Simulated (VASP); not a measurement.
VASP ran on this input.

**KPOINTS**
```
Automatic mesh
0
G
  13 13 13
```

### INCAR
```
! general
SYSTEM =LiCu3
PREC   =Accurate
ENCUT  =520
LREAL  =F
LASPH  =T

! electronic loop
EDIFF  =1E-7
NELM   =100
ALGO   =Normal
LMAXMIX=4

! smearing
ISMEAR =-5

! functional
GGA    =PS

! ions
ISIF   =2

! output
LWAVE  =F
LCHARG =T
LORBIT =11
NEDOS  =601

! other
LEFG   =T
```

POSCAR:
```
LiCu3
1
   -1.7843677715     1.7843677715     3.5960600535
    1.7843677715    -1.7843677715     3.5960600535
    1.7843677715     1.7843677715    -3.5960600535
Li Cu
1 3
Direct
  0.0000000000   0.0000000000   0.0000000000
  0.7500000000   0.2500000000   0.5000000000
  0.2500000000   0.7500000000   0.5000000000
  0.5000000000   0.5000000000   0.0000000000
```

POTCAR, in this order: Li_sv Cu (PBE.64 set). Program: vasp_std.

Task: Write an equivalent input for Quantum ESPRESSO's pw.x.

Result: One equivalent input (not run):
```
&CONTROL
  calculation = 'scf'
  pseudo_dir = './pseudo'
  outdir = './out'
  tprnfor = .true.
  tstress = .true.
/
&SYSTEM
  ibrav = 0
  nat = 4
  ntyp = 2
  ecutwfc = 92
  occupations = 'tetrahedra'
  input_dft = 'pbesol'
/
&ELECTRONS
  conv_thr = 7.3e-09
  electron_maxstep = 100
/
ATOMIC_SPECIES
  Li 6.940 Li.upf
  Cu 63.546 Cu.upf
CELL_PARAMETERS angstrom
    -1.7843678    1.7843678    3.5960601
     1.7843678   -1.7843678    3.5960601
     1.7843678    1.7843678   -3.5960601
ATOMIC_POSITIONS crystal
  Li   0.0000000  0.0000000  0.0000000
  Cu   0.7500000  0.2500000  0.5000000
  Cu   0.2500000  0.7500000  0.5000000
  Cu   0.5000000  0.5000000  0.0000000
K_POINTS automatic
  13 13 13 0 0 0
```
Limits of the translation: the potentials are each code's own (VASP's PAW set, PseudoDojo norm-conserving files in pw.x), so ENCUT and ecutwfc are chosen apart and not converted; conv_thr bounds pw.x's estimated SCF error, while EDIFF bounds the energy change between steps; the field gradients of LEFG aren't asked of the other code.

The structure comes from a computed database's LiCu3 entry (I4/mmm); how it stands against other phases isn't given here. It was relaxed first.
